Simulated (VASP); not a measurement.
Runs of VASP 6.6.1 on Os. The structure is hexagonal, space group P6_3/mmc (No. 194). The conventional cell has a = 2.734 Å, b = 2.734 Å, c = 4.320 Å, α = 90.00°, β = 90.00°, γ = 120.00°. Around Os (site symmetry -6m2) lie 12 Os at 2.68 to 2.73 Å. 

```csv
level,potentials or basis,k mesh,cutoff (eV),gap on the mesh (eV),pressure (GPa)
PBEsol,"VASP PAW PBE potentials, release 64 (Os)",14 × 14 × 8,500,none,-2.3
r2SCAN,"VASP PAW PBE potentials, release 64 (Os)",14 × 14 × 8,520,none,2.0
PBEsol,"VASP PAW PBE potentials, release 64 (Os)",19 × 19 × 11,520,none,-2.4
PBEsol,"VASP PAW PBE potentials, release 64 (Os)",14 × 14 × 8,700,none,(a)
PBEsol,"VASP PAW PBE potentials, release 64 (Os_pv)",14 × 14 × 8,600,none,(b)
```

Alike in all rows: task electric field gradients; no spin polarisation; cell as given; smearing fermi-dirac 0.05 eV.

Fill in the values left out.

(a) -2.2; (b) 0.2.

Caveats: the PAW data sets were made with another functional, which shifts forces and pressure a little.

A k mesh can miss the band edges, and the runs leave out spin-orbit coupling on Os.

A gap of «none» marks a metal or a gap under the smearing width.

The runs don't all hold the same shells in valence.

Runs at the PBE level aren't shown here.
